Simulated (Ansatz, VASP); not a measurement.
Two plane-wave programs on LiCaF3

```xyz
5
Lattice="3.7612 0.0000 0.0000 0.0000 3.7612 0.0000 0.0000 0.0000 3.7612" Properties=species:S:1:pos:R:3 pbc="T T T"
Li    1.8806    1.8806    1.8806
Ca    0.0000    0.0000    0.0000
F     0.0000    1.8806    1.8806
F     1.8806    1.8806    0.0000
F     1.8806    0.0000    1.8806
```

The cell comes from a database or a generator and needn't be the stable form of this composition.

Alike in both runs: task single point; functional PBE; k mesh 6 × 6 × 6; occupations gaussian, width 0.05 eV; no spin polarisation.

|  | VASP | Ansatz |
| --- | --- | --- |
| version | VASP 6.6.1 | Ansatz 0.2.0 |
| potentials or method | VASP PAW PBE potentials, release 64 (Li_sv, Ca_sv, F) | scalar-relativistic, plane waves, PAW |
| plane-wave cutoff (eV) | 520 | 420 |
| valence electrons in the cell | 34 | 34 |

Ansatz gave:

| Quantity | Value |
| --- | --- |
| gap on the k mesh at the Fermi level (eV) | 6.49 |
| least direct gap on the mesh (eV) | 6.60 |

**Question.** What did VASP give for the same quantities?

**Answer.** gap on the k mesh at the Fermi level (eV): 6.48; least direct gap on the mesh (eV): 6.59.

The functional is the same, so the differences come from potentials, cutoffs and numerics.

 A k mesh can miss the band edges. As with any semilocal functional, this PBE gap is likely too small.
